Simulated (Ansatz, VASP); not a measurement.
# Cross-check of K2SnTeCl2 between VASP and Ansatz, part 2 of 3

One calculation is typed for both programs; each brings its own data sets. How far apart do they land? The cell is generated by rule, not measured, and may not be a known phase. The cell is taken from a series of runs on this material, whose earlier steps may have relaxed, scaled, displaced or heated it; both programs get it as it stands.

VASP 6.6.1 and Ansatz 0.2.0.

So far: Set-up; Ansatz: relaxation of cell and atoms, PBEsol, pair 1.

### 3. VASP: relaxation of cell and atoms, PBEsol, pair 1

Level of this step: PBEsol; plane waves and PAW (Cl, K_sv, Sn_d, Te); invented cell (VASP).

The same cell, functional and mesh now go to VASP, with its own data sets.

Lines of VASP's logs that name or quote its potential files are left out, and so is its time.

INCAR

```
SYSTEM = K2SnTeCl2
PREC = Accurate
ENCUT = 500
EDIFF = 1E-07
NELM = 120
ISMEAR = 0
SIGMA = 0.01
LREAL = .FALSE.
ALGO = Normal
GGA = PS
NBANDS = 32
LORBIT = 11
LWAVE = .FALSE.
LCHARG = .FALSE.
ISIF = 3
IBRION = 2
NSW = 80
EDIFFG = -0.005
LASPH = .TRUE.
GGA_COMPAT = .FALSE.
NELMIN = 4
EFERMI = MIDGAP
KPAR = 2
```

POSCAR

```
K2SnTeCl2
1.0
    0.0000000000      9.5892560000      3.1430560000
    3.1253820000      0.0000000000      3.1430560000
    3.1253820000      9.5892560000      0.0000000000
Cl K Sn Te
2 2 1 1
Direct
    0.8247625035      0.4994814807      0.5005185193
    0.4994814285      0.8247625557      0.1752374443
    0.3344131397      0.9881245434      0.0118754566
    0.9881244912      0.3344131918      0.6655868082
    0.6582049445      0.6582049445      0.3417950555
    0.1891324876      0.1891324876      0.8108675124
```

KPOINTS

```
Automatic mesh
0
Gamma
6 6 6
0 0 0
```

Potentials, in the order of the species: Cl, K_sv, Sn_d and Te (PBE family, release 64).

Run with:

```console
mpirun -np 2 vasp_std
```

Numbers of over 12 decimals in the logs are rounded to 6 here.

Output:

```text
[banner, memory and clock lines left out]
running    2 mpi-ranks, on    1 nodes
 distrk:  each k-point on    1 cores,    2 groups
 distr:  one band on    1 cores,    1 groups

 POSCAR found type information on POSCAR ClK SnTe
 POSCAR found :  4 types and       6 ions
|                                                                             |
|               ----> ADVICE to this user running VASP <----                  |
|                                                                             |
|     You enforced a specific xc type in the INCAR file but a different       |
|     [... a line on the potential file left out ...]
|     I HOPE YOU KNOW WHAT YOU ARE DOING!                                     |
|                                                                             |

 LDA part: xc-table for (Slater+PW92), standard interpolation
 POSCAR, INCAR and KPOINTS ok, starting setup
 FFT: planning ... GRIDC
 FFT: planning ... GRID_SOFT
 FFT: planning ... GRID
 WAVECAR not read
 entering main loop
       N       E                     dE             d eps       ncg     rms          rms(c)
DAV:   1     0.471192136700E+03    0.47119E+03   -0.22975E+04  2944   0.156E+03
DAV:   2     0.448868733360E+02   -0.42631E+03   -0.41411E+03  3168   0.423E+02
DAV:   3    -0.174066371844E+02   -0.62294E+02   -0.61661E+02  3688   0.148E+02
DAV:   4    -0.222219165308E+02   -0.48153E+01   -0.48047E+01  4376   0.360E+01
DAV:   5    -0.223910456827E+02   -0.16913E+00   -0.16905E+00  4768   0.658E+00    0.682E+00
DAV:   6    -0.217446809367E+02    0.64636E+00   -0.14019E+00  3800   0.563E+00    0.482E+00
DAV:   7    -0.217173678971E+02    0.27313E-01   -0.52294E-01  3864   0.303E+00    0.214E+00
DAV:   8    -0.217287065952E+02   -0.11339E-01   -0.93038E-02  3816   0.175E+00    0.283E-01
DAV:   9    -0.217294100936E+02   -0.70350E-03   -0.95951E-03  4216   0.518E-01    0.128E-01
DAV:  10    -0.217304965231E+02   -0.10864E-02   -0.14761E-03  4272   0.190E-01    0.664E-02
DAV:  11    -0.217309061321E+02   -0.40961E-03   -0.47299E-04  3640   0.109E-01    0.180E-02
DAV:  12    -0.217309088841E+02   -0.27521E-05   -0.22141E-05  4512   0.228E-02    0.867E-03
DAV:  13    -0.217309181866E+02   -0.93025E-05   -0.13514E-05  3552   0.163E-02    0.435E-03
DAV:  14    -0.217309187588E+02   -0.57229E-06   -0.27588E-06  4000   0.763E-03    0.240E-03
DAV:  15    -0.217309186656E+02    0.93209E-07   -0.74914E-07  3040   0.440E-03
   1 F= -.21730919E+02 E0= -.21730919E+02  d E =-.217309E+02
[...]
2 F= -.21730950E+02 E0= -.21730950E+02  d E =-.317063E-04
[...]
3 F= -.21730958E+02 E0= -.21730958E+02  d E =-.390737E-04
[...]
4 F= -.21730966E+02 E0= -.21730966E+02  d E =-.477848E-04
[...]
5 F= -.21730968E+02 E0= -.21730968E+02  d E =-.490287E-04
[...]
6 F= -.21730988E+02 E0= -.21730988E+02  d E =-.200024E-04
 trial-energy change:   -0.000020  1 .order   -0.000020   -0.000024   -0.000016
 step:   3.9180(harm=  3.9180)  dis= 0.00276  next Energy=   -21.731003 (dE=-0.358E-04)
 bond charge predicted
       N       E                     dE             d eps       ncg     rms          rms(c)
DAV:   1    -0.217309734465E+02    0.14208E-04   -0.23689E-02  3128   0.668E-01    0.507E-02
DAV:   2    -0.217310166694E+02   -0.43223E-04   -0.82244E-04  3952   0.171E-01    0.228E-02
DAV:   3    -0.217310044723E+02    0.12197E-04   -0.20931E-05  4224   0.304E-02    0.137E-02
DAV:   4    -0.217309997712E+02    0.47011E-05   -0.10516E-05  3760   0.229E-02    0.362E-03
DAV:   6    -0.217310001480E+02   -0.86741E-07   -0.96472E-08  2520   0.207E-03
   7 F= -.21731000E+02 E0= -.21731000E+02  d E =-.324536E-04
 curvature:  -2.92 expect dE=-0.141E-04 dE for cont linesearch -0.380E-08
 trial: gam= 0.30585 g(F)=  0.121E-06 g(S)=  0.470E-05 ort =-0.188E-06 (trialstep = 0.183E+01)
 search vector abs. value=  0.726E-05
 reached required accuracy - stopping structural energy minimisation
```

Parts of OUTCAR (step 3):

```text
ion  position               nearest neighbor table
   1  0.825  0.499  0.501-   5 3.12   3 3.13   3 3.13   3 3.14   4 3.15   3 3.15
   2  0.499  0.825  0.175-   5 3.12   4 3.13   4 3.13   4 3.14   3 3.15   4 3.15
   3  0.334  0.988  0.012-   1 3.13   1 3.13   1 3.14   2 3.15   1 3.15   6 3.33
   4  0.988  0.334  0.666-   2 3.13   2 3.13   2 3.14   1 3.15   2 3.15   6 3.33
   5  0.658  0.658  0.342-   6 2.95   1 3.12   2 3.12   6 3.13   6 3.13   6 3.34
   6  0.189  0.189  0.811-   5 2.95   5 3.13   5 3.13   3 3.33   4 3.33   5 3.34

  LATTYP: Found a face centered orthorhombic cell.
 ALAT       =     6.2507640000
 B/A-ratio  =     1.0056549887
 C/A-ratio  =     3.0681868648

 Subroutine GETGRP returns: Found  4 space group operations
 (whereof  4 operations were pure point group operations)

The static configuration has the point symmetry C_2v.

 Found     46 irreducible k-points:

   k-points           NKPTS =     46   k-points in BZ     NKDIM =     46   number of bands    NBANDS=     32

   dimension x,y,z NGX =    80 NGY =   32 NGZ =   80
   dimension x,y,z NGXF=   160 NGYF=   64 NGZF=  160

   ENCUT  =  500.0 eV  36.75 Ry    6.06 a.u.  18.40  8.08 18.39*2*pi/ulx,y,z

   NELECT =      52.0000    total number of electrons

 k-points in reciprocal lattice and weights: Automatic mesh
   0.00000000  0.00000000  0.00000000       0.005
   0.16666667 -0.00000000 -0.00000000       0.037
   0.33333333 -0.00000000 -0.00000000       0.037
   0.50000000 -0.00000000 -0.00000000       0.019
   0.16666667  0.16666667  0.00000000       0.009
   0.33333333  0.16666667  0.00000000       0.037
   0.50000000  0.16666667 -0.00000000       0.037
  -0.33333333  0.16666667  0.00000000       0.037
  -0.16666667  0.16666667  0.00000000       0.019
[...]
-0.16666667  0.33333333  0.50000000       0.009
   0.00000000  0.50000000  0.50000000       0.005

 average (electrostatic) potential at core
       1 -93.1015       2 -93.1015       3 -34.4928       4 -34.4928       5-104.0051
       6 -90.6747

 E-fermi :   3.5596

 k-point     1 :       0.0000    0.0000    0.0000
  band No.  band energies     occupation
    ...
     22      -0.5545      2.00000
     23      -0.4788      2.00000
     24       0.6598      2.00000
     25       0.6705      2.00000
     26       1.0291      2.00000
     27       5.2353      0.00000
     28       5.5694      0.00000
     29       5.9992      0.00000
     30       6.3190      0.00000
     31       7.4924      0.00000
    ...

 k-point     2 :       0.1667   -0.0000   -0.0000
  band No.  band energies     occupation
    ...
     22      -0.6097      2.00000
     23      -0.5840      2.00000
     24       0.8332      2.00000
     25       1.0779      2.00000
     26       1.3195      2.00000
     27       5.1598      0.00000
     28       5.6960      0.00000
     29       6.1773      0.00000
     30       6.6135      0.00000
     31       6.6547      0.00000
    ...

 k-point     3 :       0.3333   -0.0000   -0.0000
  band No.  band energies     occupation
    ...
     22      -0.6736      2.00000
     23      -0.6458      2.00000
     24       1.2060      2.00000
     25       1.3498      2.00000
     26       2.3325      2.00000
     27       4.4398      0.00000
     28       4.9903      0.00000
     29       5.0368      0.00000
     30       6.6040      0.00000
     31       7.2493      0.00000
    ...

  Total        0.0096000     -0.0061076      0.0213300      0.0000000      0.0000000      0.0000000
  in kB        0.0815607     -0.0518893      0.1812172      0.0000000      0.0000000      0.0000000
  external PRESSURE =       0.0702962 kB  Pullay stress =       0.0000000 kB

  energy-cutoff  :      500.00
  volume of cell :      188.58
      direct lattice vectors                 reciprocal lattice vectors
     0.000000000  9.593155433  3.143969390    -0.159933219  0.052120494  0.159034627
     3.126304854  0.000000000  3.143969390     0.159933219 -0.052120494  0.159034627
     3.126304854  9.593155433  0.000000000     0.159933219  0.052120494 -0.159034627

 POSITION                                       TOTAL-FORCE (eV/Angst)
 -----------------------------------------------------------------------------------
      3.12630     12.71178      4.16361         0.000000      0.000240     -0.000376
      3.12630      6.47452      4.16361         0.000000     -0.000240     -0.000376
      3.12630      3.32244      4.15786         0.000000     -0.000618     -0.000291
      3.12630     15.86387      4.15786         0.000000      0.000618     -0.000291
      3.12630      9.59316      4.13429         0.000000      0.000000      0.001048
      3.12630      9.59316      1.19359         0.000000      0.000000      0.000288
 -----------------------------------------------------------------------------------
    total drift:                                0.000023      0.001605     -0.000066

  FREE ENERGIE OF THE ION-ELECTRON SYSTEM (eV)
  ---------------------------------------------------
  free  energy   TOTEN  =       -21.7310001480 eV

  energy  without entropy=      -21.7310001480  energy(sigma->0) =      -21.73100015

 reached required accuracy - stopping structural energy minimisation

 total charge
# of ion       s       p       d       tot
------------------------------------------
    1        1.582   3.520   0.000   5.102
    2        1.582   3.520   0.000   5.102
    3        1.958   5.569   0.030   7.557
    4        1.958   5.569   0.030   7.557
    5        1.385   0.678   9.979  12.042
    6        1.378   2.015   0.020   3.414
--------------------------------------------------
tot          9.844  20.871  10.059  40.774

[... 3 further parts left out ...]
```

### 4. Comparison

Known differences besides the potentials themselves: fixed occupations in Ansatz, narrow Gaussian smearing in VASP; the data sets hold 62 valence electrons in Ansatz (on its default PAW (the set named soft_2) files) and 52 in VASP; the cutoff is 420 eV in Ansatz and 500 eV in VASP; Ansatz makes its cores anew for this functional, VASP keeps those of its PBE data sets; Ansatz adds a Pulay correction to the stress that steers its cell, VASP none. Total energies have different zeros and are not compared.

Both answers:

```
                                         quantity  Ansatz    VASP  difference
                                      volume (Å³)  188.48  188.58     -0.05 %
edge a after relaxation, in the typed setting (Å)  10.092  10.095     -0.03 %
edge b after relaxation, in the typed setting (Å)   4.433   4.434     -0.01 %
edge c after relaxation, in the typed setting (Å)  10.086  10.090     -0.03 %
```

### 5. VASP: relaxation of cell and atoms, PBEsol, pair 2

The relaxed volume is the usual yardstick between codes: in a stiff, nearly cubic crystal its relative difference is about their pressure difference at one cell divided by the bulk modulus.

INCAR is that of step 3.

POSCAR

```
K2SnTeCl2
1.0
    3.1253130000      3.1253130000      0.0000000000
   -3.1253130000      3.1253130000      0.0000000000
    3.1253130000      0.0000000000      9.5787520000
Cl K Sn Te
2 2 1 1
Direct
    0.5042333281      0.4957666719      0.9915333438
    0.8291000226      0.1708999774      0.3417999547
    0.9934283193      0.0065716807      0.0131433615
    0.3399049793      0.6600950207      0.3201900415
    0.6666666493      0.3333333507      0.6666667015
    0.1666666493      0.8333333507      0.6666667015
```

KPOINTS

```
Automatic mesh
0
Gamma
8 8 8
0 0 0
```

Run with:

```console
mpirun -np 2 vasp_std
```

Output:

```text
[banner, memory and clock lines left out]
running    2 mpi-ranks, on    1 nodes
[...]
[... a notice as in an earlier step ...]

 LDA part: xc-table for (Slater+PW92), standard interpolation
 POSCAR, INCAR and KPOINTS ok, starting setup
[...]
entering main loop
       N       E                     dE             d eps       ncg     rms          rms(c)
DAV:   1     0.467666869584E+03    0.46767E+03   -0.22865E+04  3784   0.157E+03
DAV:   2     0.429282175115E+02   -0.42474E+03   -0.41324E+03  4144   0.417E+02
DAV:   3    -0.181190385352E+02   -0.61047E+02   -0.60234E+02  4712   0.146E+02
DAV:   4    -0.222196180280E+02   -0.41006E+01   -0.40905E+01  5592   0.352E+01
[...]
DAV:  13    -0.217213206450E+02   -0.67650E-05   -0.14357E-05  4568   0.168E-02    0.380E-03
DAV:  14    -0.217213206301E+02    0.14880E-07   -0.20378E-06  5424   0.626E-03    0.209E-03
DAV:  15    -0.217213205847E+02    0.45447E-07   -0.40971E-07  3792   0.353E-03
   1 F= -.21721321E+02 E0= -.21721321E+02  d E =-.217213E+02
[... from here on, the cycles between the ionic steps are left out ...]
   2 F= -.21721369E+02 E0= -.21721369E+02  d E =-.479533E-04
   3 F= -.21721377E+02 E0= -.21721377E+02  d E =-.562421E-04
   4 F= -.21721377E+02 E0= -.21721377E+02  d E =-.565087E-04
   5 F= -.21721386E+02 E0= -.21721386E+02  d E =-.929941E-05
   6 F= -.21721397E+02 E0= -.21721397E+02  d E =-.195641E-04
[...]
reached required accuracy - stopping structural energy minimisation
```

From OUTCAR (step 5):

```text
  Total        0.0090377      0.0090377     -0.0129106      0.0000000      0.0000000      0.0000000
  in kB        0.0772581      0.0772581     -0.1103653      0.0000000      0.0000000      0.0000000
  external PRESSURE =       0.0147170 kB  Pullay stress =       0.0000000 kB

 POSITION                                       TOTAL-FORCE (eV/Angst)
 -----------------------------------------------------------------------------------
      3.12567      3.12567      9.50884         0.000000     -0.000000     -0.003920
      3.12567      3.12567      3.28044        -0.000000     -0.000000      0.003920
      3.12567      3.12567      0.12579        -0.000000     -0.000000     -0.002469
      0.00000      3.12567      3.07153         0.000000     -0.000000      0.002469
      3.12567      3.12567      6.39464         0.000000      0.000000     -0.000000
      0.00000      3.12567      6.39464         0.000000     -0.000000     -0.000000
 -----------------------------------------------------------------------------------
    total drift:                               -0.000128      0.000000      0.000881

  FREE ENERGIE OF THE ION-ELECTRON SYSTEM (eV)
  ---------------------------------------------------
  free  energy   TOTEN  =       -21.7213966575 eV

  energy  without entropy=      -21.7213966575  energy(sigma->0) =      -21.72139666

[... 1 part as in an earlier step ...]

[... 3 further parts left out ...]
[key lines of the parts left out:]
E-fermi :   3.6330
```

### 6. Ansatz: relaxation of cell and atoms, PBEsol, pair 2

The same cell, functional and mesh now go to Ansatz, which takes its cutoff from its data sets.

The cell is taken from a series of runs on this material, whose earlier steps may have relaxed, scaled, displaced or heated it; both programs get it as it stands.

input.yaml

```yaml
crystal:
  lattice:
    - [3.1253125741, 3.1253125741, 0.0]
    - [-3.1253125741, 3.1253125741, 0.0]
    - [3.1253125741, 0.0, 9.5787521634]
  atoms:
    - { symbol: Cl, position: [0.5042333138, 0.4957666862, -0.0084666276] }
    - { symbol: Cl, position: [0.8291000195, 0.1708999805, 0.341799961] }
    - { symbol: K, position: [-0.0065716654, 0.0065716654, 0.0131433307] }
    - { symbol: K, position: [0.3399049987, 0.6600950013, 0.3201900026] }
    - { symbol: Sn, position: [0.6666666667, 0.3333333333, 0.6666666667] }
    - { symbol: Te, position: [0.1666666667, 0.8333333333, 0.6666666667] }
kpoints:
  mp_grid: { grid: [8, 8, 8] }
hamiltonian:
  xc: pbesol
scf:
  occupations: { method: fixed }
output:
  forces: true
  stress: true
  eigenvalues: true
relax:
  adjacent_minimum: "off"
  f_tol: 0.001
  max_steps: 60
  cell: { stress_tol: 0.01 }
```

Run with:

```console
ansatz run input.yaml --threads 8 --pin off --max-ram 14336MiB --backend cpu --events-out ev --progress --plain --runs-dir out
```

Output:

```text
[...]
Crystal: 6 atoms, lattice volume = 187.122 Å³
Basis set: ecut = 420 eV, 3697 PW (Γ), exchange–correlation on 60×60×144 points (8 copies of the dense FFT grid, shifted against one another)
Bands: 38, of which v1, the nominal top of the filled ones, is band 31 counted from 1 (30 counted from 0)
Symmetry: 16 space group operations
[...]
k-points: 59 of 512
[...]
- [3.124798, 3.124798, 0.0]
    - [-3.124798, 3.124798, 0.0]
    - [3.124798, 0, 9.587775]
  atoms:
    - { symbol: Cl, position: [0.504316, 0.495684, -0.00863224] }
    - { symbol: Cl, position: [0.829017, 0.170983, 0.341966] }
    - { symbol: K, position: [-0.00649384, 0.00649384, 0.012988] }
    - { symbol: K, position: [0.339827, 0.660173, 0.320346] }
    - { symbol: Sn, position: [0.666667, 0.333333, 0.666667] }
    - { symbol: Te, position: [0.166667, 0.833333, 0.666667] }
[key lines of the parts left out:]
SCF converged after 5 iterations
Free energy (F): -18012.669146 eV
Fermi energy:    6.106042 eV
P = ⅓ Tr σ = -0.0002 GPa (-0.002 kbar)
```

### 7. Differences

What differs besides the data sets and the points named for the pairs above, as far as they apply: the data sets hold 62 valence electrons in Ansatz (on its default PAW (the set named soft_2) files) and 52 in VASP. Total energies have different zeros and are not compared.

Both answers:

```
                                         quantity  Ansatz    VASP  difference
                                      volume (Å³)  187.24  187.42     -0.10 %
edge a after relaxation, in the typed setting (Å)   4.419   4.420     -0.03 %
edge c after relaxation, in the typed setting (Å)  10.084  10.088     -0.04 %
```

(Continued in part 3 of 3.)

[Lines on the potential files, build, host, timing and source positions are cut from VASP's logs without a mark.]

[Logs are printed without paths, hosts, clocks, repeated set-up lines and the standing remarks that a program may print on its own settings, such as how far it seeks lower states.]

[Hosts, paths, dates, database ids (printed as entryN), source tags and the programs' standing remarks are cut or masked in the printed files.]
